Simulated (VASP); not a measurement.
# Tl2Si (I4/mcm) in VASP: single point with r2SCAN

Aim: the single point of Tl2Si with r2SCAN.

Program: VASP 6.6.1. These are calculated values, not measurements. Logs are shortened: lines on timing, memory, paths and dates and some standing lists are left out, and cuts for length are marked.

### Step 1. The structure

Symmetry: I4/mcm, No. 140, tetragonal system. The conventional cell has a = 6.926 Å, b = 6.926 Å, c = 5.917 Å, α = 90.00°, β = 90.00°, γ = 90.00°. Tl (site symmetry m2m) has 4 Si at 2.97 Å and 3 Tl at 3.32 to 3.35 Å as nearest neighbours. Si (site symmetry 422) has 2 Si at 2.96 Å and 8 Tl at 2.97 Å as nearest neighbours.

The cell was built by a generator and needn't be a form met in nature.

### Step 2. Single point, r2SCAN

Contents of POSCAR:

```
Tl2Si
1.0
   -3.4629640000      3.4629640000      2.9585340000
    3.4629640000     -3.4629640000      2.9585340000
    3.4629640000      3.4629640000     -2.9585340000
Tl Si
4 2
Direct
    0.6697000000      0.1697000000      0.8394000000
    0.1697000000      0.3303000000      0.5000000000
    0.3303000000      0.8303000000      0.1606000000
    0.8303000000      0.6697000000      0.5000000000
    0.2500000000      0.2500000000      0.0000000000
    0.7500000000      0.7500000000      0.0000000000
```

Contents of INCAR.step1:

```
PREC = Accurate
ENCUT = 520
ISMEAR = -5
SIGMA = 0.0146
LREAL = False
LASPH = True
NELM = 100
GGA = PE
ALGO = Normal
EDIFF = 1E-4
LWAVE = True
LCHARG = False
```

Contents of INCAR.step2:

```
PREC = Accurate
ENCUT = 520
EDIFF = 1E-6
ISMEAR = 1
SIGMA = 0.0146
LREAL = False
LASPH = True
NELM = 100
ALGO = Normal
ISIF = 2
LWAVE = False
LCHARG = False
METAGGA = R2SCAN
LMIXTAU = True
LORBIT = 10
ISTART = 1
```

Contents of KPOINTS:

```
Automatic mesh
0
Gamma
  6 6 6
```

Potentials or basis: VASP PAW PBE potentials, release 64 (Tl_d, Si).

Started as:

```console
$ cat potpaw_PBE.64/Tl_d/POTCAR potpaw_PBE.64/Si/POTCAR > POTCAR
$ cp INCAR.step1 INCAR
$ mpirun -np 1 vasp_std > vasp.out
$ cp INCAR.step2 INCAR
$ mpirun -np 1 vasp_std > vasp.out
```

OUTCAR:

```text
PREC = Accurate
   ENCUT = 520
   EDIFF = 1E-6
   ISMEAR = 1
   LREAL = False
   LASPH = True
   NELM = 100
   ISIF = 2
   METAGGA = R2SCAN
   LORBIT = 10
   ISTART = 1

 ion  position               nearest neighbor table
   1  0.670  0.170  0.839-   5 2.97   6 2.97   5 2.97   6 2.97   3 3.32   3 3.35   3 3.35   2 3.64
                             4 3.64   4 3.64   2 3.64   4 3.78   2 3.78   2 3.78   4 3.78
   2  0.170  0.330  0.500-   5 2.97   5 2.97   6 2.97   6 2.97   4 3.32   4 3.35   4 3.35   3 3.64
                             1 3.64   3 3.64   1 3.64   3 3.78   1 3.78   1 3.78   3 3.78
   3  0.330  0.830  0.161-   5 2.97   6 2.97   5 2.97   6 2.97   1 3.32   1 3.35   1 3.35   2 3.64
                             4 3.64   4 3.64   2 3.64   4 3.78   2 3.78   2 3.78   4 3.78
   4  0.830  0.670  0.500-   6 2.97   6 2.97   5 2.97   5 2.97   2 3.32   2 3.35   2 3.35   1 3.64
                             1 3.64   3 3.64   3 3.64   3 3.78   1 3.78   1 3.78   3 3.78
   5  0.250  0.250  0.000-   6 2.96   6 2.96   3 2.97   1 2.97   2 2.97   2 2.97   4 2.97   4 2.97
                             1 2.97   3 2.97
   6  0.750  0.750  0.000-   5 2.96   5 2.96   4 2.97   1 2.97   4 2.97   3 2.97   2 2.97   2 2.97
                             3 2.97   1 2.97

  LATTYP: Found a body centered tetragonal cell.
 ALAT       =     6.9259280000
 C/A-ratio  =     0.8543357655

  Lattice vectors:

 A1 = (  -3.4629640000,   3.4629640000,   2.9585340000)
 A2 = (   3.4629640000,  -3.4629640000,   2.9585340000)
 A3 = (   3.4629640000,   3.4629640000,  -2.9585340000)

Analysis of symmetry for initial positions (statically):
=====================================================================
 Subroutine PRICEL returns:
 Original cell was already a primitive cell.

 Routine SETGRP: Setting up the symmetry group for a
 body centered tetragonal supercell.

 Subroutine GETGRP returns: Found 16 space group operations
 (whereof  8 operations were pure point group operations)
 out of a pool of 16 trial point group operations.

The static configuration has the point symmetry C_4h.
 The point group associated with its full space group is D_4h.

Analysis of symmetry for dynamics (positions and initial velocities):
=====================================================================
 Subroutine PRICEL returns:
 Original cell was already a primitive cell.

 Routine SETGRP: Setting up the symmetry group for a
 body centered tetragonal supercell.

 Subroutine GETGRP returns: Found 16 space group operations
 (whereof  8 operations were pure point group operations)
 out of a pool of 16 trial point group operations.

The dynamic configuration has the point symmetry C_4h.
 The point group associated with its full space group is D_4h.

 Subroutine INISYM returns: Found 16 space group operations
 (whereof  8 operations are pure point group operations),
 and found     1 'primitive' translations

----------------------------------------------------------------------------------------

                                     Primitive cell

  volume of cell :     141.9164

  direct lattice vectors                    reciprocal lattice vectors
    -3.462964000  3.462964000  2.958534000     0.000000000  0.144384983  0.169002621
     3.462964000 -3.462964000  2.958534000     0.144384983  0.000000000  0.169002621
     3.462964000  3.462964000 -2.958534000     0.144384983  0.144384983  0.000000000

  length of vectors
     5.721639866  5.721639866  5.721639866     0.222281149  0.222281149  0.204191202

  position of ions in fractional coordinates (direct lattice)
     0.669700000  0.169700000  0.839400000
     0.169700000  0.330300000  0.500000000
     0.330300000  0.830300000  0.160600000
     0.830300000  0.669700000  0.500000000
     0.250000000  0.250000000  0.000000000
     0.750000000  0.750000000  0.000000000

  ion indices of the primitive-cell ions
   primitive index   ion index
                 1           1
                 2           2
                 3           3
                 4           4
                 5           5
                 6           6

----------------------------------------------------------------------------------------

 KPOINTS: Automatic mesh

Automatic generation of k-mesh.
 Grid dimensions read from file:
 generate k-points for:    6    6    6

 Generating k-lattice:

  Cartesian coordinates                     Fractional coordinates (reciprocal lattice)
     0.000000000  0.024064164  0.028167103     0.166666667  0.000000000 -0.000000000
     0.024064164  0.000000000  0.028167103     0.000000000  0.166666667 -0.000000000
     0.024064164  0.024064164  0.000000000     0.000000000  0.000000000  0.166666667

  Length of vectors
     0.037046858  0.037046858  0.034031867

  Shift w.r.t. Gamma in fractional coordinates (k-lattice)
     0.000000000  0.000000000  0.000000000

 Subroutine IBZKPT returns following result:
 ===========================================

 Found     30 irreducible k-points:

 Following reciprocal coordinates:
            Coordinates               Weight
  0.000000  0.000000  0.000000      1.000000
  0.166667  0.000000 -0.000000      8.000000
  0.333333  0.000000 -0.000000      8.000000
  0.500000  0.000000  0.000000      4.000000
  0.166667  0.166667 -0.000000      8.000000
  0.333333  0.166667 -0.000000     16.000000
[... 16 lines left out ...]
 -0.333333 -0.333333  0.166667      8.000000
 -0.166667 -0.333333  0.166667      8.000000
 [... further k-points ...]
   k-points           NKPTS =     30   k-points in BZ     NKDIM =     30   number of bands    NBANDS=     36
   number of dos      NEDOS =    301   number of ions     NIONS =      6
   total plane-waves  NPLWV = 110592
   dimension x,y,z NGX =    48 NGY =   48 NGZ =   48
   dimension x,y,z NGXF=    96 NGYF=   96 NGZF=   96
   ions per type =               4   2
   NGX,Y,Z   is equivalent  to a cutoff of  13.95, 13.95, 13.95 a.u.
   NGXF,Y,Z  is equivalent  to a cutoff of  27.89, 27.89, 27.89 a.u.
 SYSTEM =  unknown system
   PREC   = accura    normal or accurate (medium, high low for compatibility)
   ISTART =      1    job   : 0-new  1-cont  2-samecut
   ICHARG =      0    charge: 1-file 2-atom 10-const
   ISPIN  =      1    spin polarized calculation?
   LNONCOLLINEAR =      F non collinear calculations
   LSORBIT =      F    spin-orbit coupling
   LASPH  =      T    aspherical Exc in radial PAW
   ENCUT  =  520.0 eV  38.22 Ry    6.18 a.u.  10.64 10.64 10.64*2*pi/ulx,y,z
   NELM   =    100;   NELMIN=  2; NELMDL=  0     # of ELM steps
   EDIFF  = 0.1E-05   stopping-criterion for ELM
   LREAL  =      F    real-space projection
   EDIFFG = 0.1E-04   stopping-criterion for IOM
   NSW    =      0    number of steps for IOM
   IBRION =     -1    ionic relax: 0-MD 1-quasi-New 2-CG
   NFREE  =      0    steps in history (QN), initial steepest desc. (CG)
   ISIF   =      2    stress and relaxation
   ISYM   =      2    0-nonsym 1-usesym 2-fastsym
   POTIM  = 0.5000    time-step for ionic-motion
   TEBEG  =    0.0;   TEEND  =   0.0 temperature during run
   PSTRESS=    0.0 pullay stress
   NELECT =      60.0000    total number of electrons
   NUPDOWN=      -1.0000    fix difference up-down
   EMIN   =  10.00;   EMAX   =-10.00  energy-range for DOS
   EFERMI =   0.00;   METHOD = LEGACY
   ISMEAR =     1;   SIGMA  =   0.01  broadening in eV -4-tet -1-fermi 0-gaus
   EFERMI_NEDOS =   21; number of points for ismear=-14 and -15
   IALGO  =     38    algorithm
   IMIX   =      4    mixing-type and parameters
     AMIX     =   0.40;   BMIX     =  1.00
     AMIX_MAG =   1.60;   BMIX_MAG =  1.00
  volume/ion in A,a.u.               =      23.65       159.62
  Fermi-wavevector in a.u.,A,eV,Ry     =   1.228705  2.321916 20.540944  1.509717
  Thomas-Fermi vector in A             =   2.363621
   LORBIT       =     10    0 simple, 1 ext, 2 COOP (PROOUT), +10 PAW based schemes
   METAGGA = R2SCAN    functional components
   LHFCALC =     F    Hartree Fock is set to
   AEXX    =    0.0000 exact exchange contribution
   IVDW    =     0    specifies the selected vdW correction
   LEPSILON=     F    determine dielectric tensor
   LRPA    =     F    only Hartree local field effects (RPA)
 non-spin polarized calculation
 Methfessel and Paxton  Order N= 1 SIGMA  =   0.01
  energy-cutoff  :      520.00
  volume of cell :      141.92
 maximum number of plane-waves:      3836
 NGX is ok and might be reduce to    48

 number of electron      60.0000002 magnetization

 Free energy of the ion-electron system (eV)
  ---------------------------------------------------
  ext. energy  EPLUGINS =         0.00000000
  ---------------------------------------------------
  free energy    TOTEN  =      -227.58708872 eV

  energy without entropy =     -227.58680323  energy(sigma->0) =     -227.58699356

 E-fermi :   7.4348     XC(G=0): -11.1510

 val. band max:        7.3980442337   @ k =  -0.1667   0.1667   0.0000
 cond. band min:       7.4395734977   @ k =   0.1667   0.1667   0.1667
 fundamental gap:      0.0415292640
 Fermi energy:         7.4348396366

 k-point     1 :       0.0000    0.0000    0.0000
  band No.  band energies     occupation
      1      -5.3287      2.00000
      2      -5.2366      2.00000
      3      -4.8609      2.00000
      4      -4.8609      2.00000
      5      -4.8078      2.00000
      6      -4.7566      2.00000
[... 28 lines left out ...]
     35      11.0518      0.00000
     36      11.5772      0.00000

 k-point     2 :       0.1667    0.0000   -0.0000
  band No.  band energies     occupation
      1      -5.2653      2.00000
      2      -5.1892      2.00000
      3      -4.8857      2.00000
      4      -4.8601      2.00000
      5      -4.8403      2.00000
      6      -4.8093      2.00000
[... 28 lines left out ...]
     35      10.8882      0.00000
     36      11.0516      0.00000
[... 817 lines left out ...]
     35      11.4543      0.00000
     36      11.4648      0.00000

 k-point    24 :      -0.1667   -0.3333    0.1667
  band No.  band energies     occupation
      1      -5.0602      2.00000
      2      -5.0163      2.00000
      3      -4.9703      2.00000
      4      -4.8888      2.00000
      5      -4.8823      2.00000
      6      -4.8617      2.00000
[... 28 lines left out ...]
     35      11.7648      0.00000
     36      12.0951      0.00000

 [... further k-points ...]
[... 5 lines left out ...]
  --------------------------------------------------------------------------------------
  -------------------------------------------------------------------------------------
  Total        4.0250778      4.0250778      3.9351533      0.0000000      0.0000000      0.0000000
  in kB       45.4414678     45.4414678     44.4262570      0.0000000      0.0000000      0.0000000
  external PRESSURE =      45.1030642 kB  Pullay stress =       0.0000000 kB

 VOLUME and BASIS-vectors are now :
 -----------------------------------------------------------------------------
  energy-cutoff  :      520.00
  volume of cell :      141.92
      direct lattice vectors                 reciprocal lattice vectors
    -3.462964000  3.462964000  2.958534000     0.000000000  0.144384983  0.169002621
     3.462964000 -3.462964000  2.958534000     0.144384983  0.000000000  0.169002621
     3.462964000  3.462964000 -2.958534000     0.144384983  0.144384983  0.000000000

 POSITION                                       TOTAL-FORCE (eV/Angst)
 -----------------------------------------------------------------------------------
      1.17533      4.63829      0.00000        -0.337801     -0.337801     -0.000000
      2.28763      1.17533      0.00000         0.337801     -0.337801      0.000000
      2.28763     -1.17533      2.95853         0.337801      0.337801      0.000000
      1.17533      2.28763      2.95853        -0.337801      0.337801      0.000000
      0.00000      0.00000      1.47927         0.000000      0.000000      0.000000
      0.00000      0.00000      4.43780         0.000000      0.000000      0.000000
 -----------------------------------------------------------------------------------
    total drift:                               -0.000000     -0.000000      0.000000

  FREE ENERGIE OF THE ION-ELECTRON SYSTEM (eV)
  ---------------------------------------------------
  free  energy   TOTEN  =      -227.5870887202 eV

  energy  without entropy=     -227.5868032288  energy(sigma->0) =     -227.58699356

 total charge

# of ion       s       p       d       tot
------------------------------------------
    1        1.161   0.459   9.639  11.259
    2        1.161   0.459   9.639  11.259
    3        1.161   0.459   9.639  11.259
    4        1.161   0.459   9.639  11.259
    5        0.880   0.697   0.000   1.577
    6        0.880   0.697   0.000   1.577
--------------------------------------------------
tot          6.403   3.230  38.557  48.190
```

Run time: 17 min. Hardware: 1 thread of AMD EPYC 7R43 (Zen 3), shared host; peak memory 0.39 GiB.

Results:

- Free energy: -227.5871 eV
- Pressure: 4.5 GPa
- Largest force: 0.478 eV/Å
- Band gap on the k mesh: none (metal or under the smearing width)
- Valence electrons inside the program's atomic spheres: Tl 11.26; Si 1.58

Forces in eV/Å, atoms in the order of the input:
```
Tl  -0.338 -0.338  0.000
Tl   0.338 -0.338  0.000
Tl   0.338  0.338  0.000
Tl  -0.338  0.338  0.000
Si   0.000  0.000  0.000
Si   0.000  0.000  0.000
```

Caveat: the PAW data sets were made with another functional, which shifts forces and pressure a little. The run has no spin-orbit coupling, so splittings on Tl are missing.
